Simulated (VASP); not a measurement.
Al4B3P: single point with r2SCAN

The system is Al4B3P.

```xyz
16
Lattice="3.0393 0.0000 0.0000 -1.5197 2.6321 0.0000 0.0000 0.0000 23.8131" Properties=species:S:1:pos:R:3 pbc="T T T"
Al    1.5197    0.8774    8.5786
Al    0.0000    0.0000   18.8689
Al    0.0000    0.0000    4.9441
Al    0.0000    0.0000   22.1613
Al    0.0000    0.0000    1.6518
Al    0.0000    1.7548   15.2344
Al    0.0000    1.7548   10.8007
Al    1.5197    0.8774   13.0124
B     1.5197    0.8774   20.5504
B     0.0000    1.7548   20.4887
B     0.0000    1.7548    3.2627
B     1.5197    0.8774    3.3244
B     0.0000    1.7548   23.7976
B     1.5197    0.8774    0.0155
P     0.0000    1.7548    6.7105
P     1.5197    0.8774   17.1026
```

The cell was built by a generator and needn't be a form met in nature.

* Program: VASP 6.6.1
* Task: single point
* Functional: r2SCAN
* Potentials or basis: VASP PAW PBE potentials, release 64 (Al, B, P)
* Cutoff: 520 eV
* k mesh: 12 × 12 × 2
* Occupations: gaussian, width 0.1 eV
* Spin: no spin polarisation
* Further INCAR settings: ALGO = Normal; EDIFF = 1e-06

```yaml
Pressure: -2.8 GPa
Largest_force: 0.086 eV/Å
Band_gap_on_the_k_mesh: none (metal or under the smearing width)
```

Forces in eV/Å, atoms in the order of the input:
```
Al   0.000  0.000 -0.028
Al   0.000  0.000 -0.086
Al   0.000  0.000  0.086
Al   0.000  0.000 -0.008
Al   0.000  0.000  0.008
Al   0.000  0.000  0.028
Al   0.000  0.000  0.010
Al   0.000  0.000 -0.010
B    0.000  0.000  0.042
B    0.000  0.000 -0.044
B    0.000  0.000 -0.042
B    0.000  0.000  0.044
B    0.000  0.000 -0.024
B    0.000  0.000  0.024
P    0.000  0.000 -0.056
P    0.000  0.000  0.056
```

Stress tensor (GPa, compression positive):
```
-2.63  0.00  0.00
 0.00 -2.63  0.00
 0.00  0.00 -3.27
```

Levels at points of the mesh, in eV from the Fermi level:
```tsv
k point	band 24	band 25	band 26	band 27	band 28	band 29
(0.00, 0.00, 0.00)	2.53	2.53	2.53	2.53	3.60	3.60
(0.50, 0.00, 0.00)	-2.01	-1.69	-1.32	-0.40	-0.27	-0.26
(0.00, 0.00, 0.50)	2.53	2.53	2.53	3.60	3.60	3.97
(0.50, 0.00, 0.50)	-2.21	-1.78	-0.91	-0.60	-0.27	-0.26
```

Run time: 5.7 min on 8 MPI ranks on AMD EPYC 9R45 (Zen 5) (shared host), peak memory 0.48 GiB a rank.

Caveat: the PAW data sets were made with another functional, which shifts forces and pressure a little.
